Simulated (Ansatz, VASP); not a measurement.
# One calculation of CoCl, two programs

Contents of INCAR:

```
  PREC = Accurate
  ENCUT = 520
  EDIFF = 1E-6
  ISMEAR = 0
  SIGMA = 0.1
  LREAL = False
  LASPH = True
  NELM = 150
  ALGO = Normal
  ISIF = 2
  LWAVE = False
  LCHARG = False
  ISPIN = 2
  MAGMOM = 3 0
  LORBIT = 11
  LMAXMIX = 4
  GGA = PE
  NBANDS = 19
```

The input KPOINTS:

```
regular mesh
0
Gamma
  6 6 6
```

Contents of POSCAR:

```
CoCl
1.0
    3.3289871784      0.0000000000      0.0000000000
    0.0000000000      3.3289871784      0.0000000000
    0.0000000000      0.0000000000      3.3289871784
Co Cl
1 1
Direct
    0.0000000000      0.0000000000      0.0000000000
    0.5000000000      0.5000000000      0.5000000000
```

Input for Ansatz:

```yaml
crystal:
  lattice:
    - [3.3289871784, 0.0, 0.0]
    - [0.0, 3.3289871784, 0.0]
    - [0.0, 0.0, 3.3289871784]
  atoms:
    - { symbol: Co, position: [0.0, 0.0, 0.0], spin: 3.0 }
    - { symbol: Cl, position: [0.5, 0.5, 0.5] }
basis:
  ecutwfc: 420
kpoints:
  mp_grid: { grid: [6, 6, 6] }
hamiltonian:
  xc: pbe
scf:
  occupations: { method: gaussian, width: 0.1 }
  lower_state_search: "off"
output:
  forces: true
  stress: true
  eigenvalues: true
  populations: true
magnetization:
  spin_polarized: true
```

Alike in both runs: task single point; functional PBE; k mesh 6 × 6 × 6; occupations gaussian, width 0.1 eV; collinear spin.

|  | VASP | Ansatz |
| --- | --- | --- |
| version | VASP 6.6.1 | Ansatz 0.2.0 |
| potentials or method | VASP PAW PBE potentials, release 64 (Co, Cl) | scalar-relativistic, plane waves, PAW |
| plane-wave cutoff (eV) | 520 | 420 |
| valence electrons in the cell | 16 | 24 |

```tsv
	VASP	Ansatz	Ansatz less VASP
gap on the k mesh at the Fermi level (eV)	none	none	-
pressure (GPa)	-8.0	-7.9	+0.05
net moment per atom (μB)	1.03	1.03	0.000
size of the moment on the site where the two differ most (μB)	1.99	2.01	+0.022
```

Site moments also hang on the region over which each program counts them. A gap of «none» marks a metal or a gap that the smearing closes. The two sets of potentials don't hold the same shells in valence.

Caveats: a cell with one magnetic atom can't hold antiferromagnetic order, which such compounds often take; semilocal functionals often make such compounds metallic where correlation or magnetic order opens a gap, which also shifts bond lengths.
